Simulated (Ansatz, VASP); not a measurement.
## One calculation of OsC6, two programs

```
Os C
1.0
     0.00000    3.20146    3.20146
     3.20146    0.00000    3.20146
     3.20146    3.20146    0.00000
Os C
1 6
Direct
  0.00000 0.00000 0.00000
  0.32224 0.67776 0.67776
  0.67776 0.32224 0.32224
  0.67776 0.32224 0.67776
  0.32224 0.67776 0.32224
  0.67776 0.67776 0.32224
  0.32224 0.32224 0.67776
```

Alike in both runs: task relaxation of cell and atoms; functional PBE; k mesh 6 × 6 × 6; occupations gaussian, width 0.1 eV; no spin polarisation.

```csv
,VASP,Ansatz
version,VASP 6.6.1,Ansatz 0.2.0
potentials or method,"VASP PAW PBE potentials, release 64 (Os, C)","scalar-relativistic, plane waves, PAW"
plane-wave cutoff (eV),600,420
valence electrons in the cell,32,40
```

```tsv
	VASP	Ansatz	Ansatz less VASP
gap on the k mesh at the Fermi level, each at its own relaxed structure (eV)	0.96	0.93	-0.028
relaxed volume (Å³/atom)	9.40	9.38	-0.021
relaxed cell length with the largest relative difference (Å)	4.531	4.528	-0.0034
```

The two sets of potentials don't hold the same shells in valence.

Caveats: spin-orbit coupling is left out, which moves the levels of the heavy elements. A k mesh can miss the band edges.
